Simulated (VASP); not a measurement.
```
CELL_PARAMETERS angstrom
      2.67906     0.00000     0.00000
     -1.33953     2.32014     0.00000
      0.00000     0.00000     4.71578
ATOMIC_POSITIONS crystal
  Si 0.00000 0.00000 0.00000
  O  0.33333 0.66667 0.19109
  O  0.66667 0.33333 0.80891
```

Level of theory: r2SCAN meta-GGA, VASP's PBE PAW potentials (set 64) (plane waves; VASP). Numerical set-up: 520 eV cut-off, 11×11×5 Γ-centred mesh, tetrahedra with Blöchl corrections, potentials Si O.

The cores are frozen, which limits the accuracy of field gradients.

Task: Give the principal components of the electric field gradient (V/Å²) and the asymmetry η at each nucleus.

Result: 
```csv
atom,Vxx,Vyy,Vzz,η
Si1,-9.7,-9.7,19.3,0.00
O2,33.2,33.2,-66.4,0.00
O3,33.2,33.2,-66.4,0.00
```

The structure was generated: SiO2 was put into the CdI2 type (P-3m1), which need not be its known phase. It was relaxed first, which changed the volume by +13 %.
